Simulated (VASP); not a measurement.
Wanted: the native input for a VASP 6.6.1 run.

```
Task                   : electric field gradients
Functional             : PBEsol
Potentials or basis    : VASP PAW PBE potentials, release 64 (Ir, P)
Cutoff                 : 520 eV
k mesh                 : 13 × 13 × 13
Occupations            : fermi-dirac, width 0.05 eV
Spin                   : no spin polarisation
Dipole correction      : no
Further INCAR settings : ALGO = Normal; EDIFF = 1e-08; NBANDS = 14
```

The structure of PIr lies in POSCAR:

```
PIr
1.0
    0.0000000000      2.4648029302      2.4648029302
    2.4648029302      0.0000000000      2.4648029302
    2.4648029302      2.4648029302      0.0000000000
Ir P
1 1
Direct
    0.0000000000      0.0000000000      0.0000000000
    0.5000000000      0.5000000000      0.5000000000
```

The cell comes from a database or a generator and needn't be the stable form of this composition.

One way to write it, as run:

INCAR

```
ALGO = Normal
EDIFF = 1E-8
ENCUT = 520
GGA = PS
ISIF = 2
ISMEAR = -1
LASPH = True
LCHARG = False
LEFG = True
LREAL = False
LWAVE = False
NBANDS = 14
NELM = 100
PREC = Accurate
SIGMA = 0.05
```

KPOINTS

```
k-points
0
Gamma
  13 13 13
```

Potentials or basis: VASP PAW PBE potentials, release 64 (Ir, P).

The run is started by

```sh
$ cat potpaw_PBE.64/Ir/POTCAR potpaw_PBE.64/P/POTCAR > POTCAR
$ mpirun -np 1 vasp_std > vasp.out
```

It gave:

| Item | Value |
| --- | --- |
| Pressure | -6.0 GPa |
| Band gap on the k mesh | none (metal or under the smearing width) |

Caveat: the PAW data sets were made with another functional, which shifts forces and pressure a little.

Wall time 34 s on 1 thread of Intel(R) Xeon(R) Platinum 8259CL CPU @ 2.50GHz (Skylake/Cascade Lake), with other jobs on the host, peak memory 0.18 GiB.
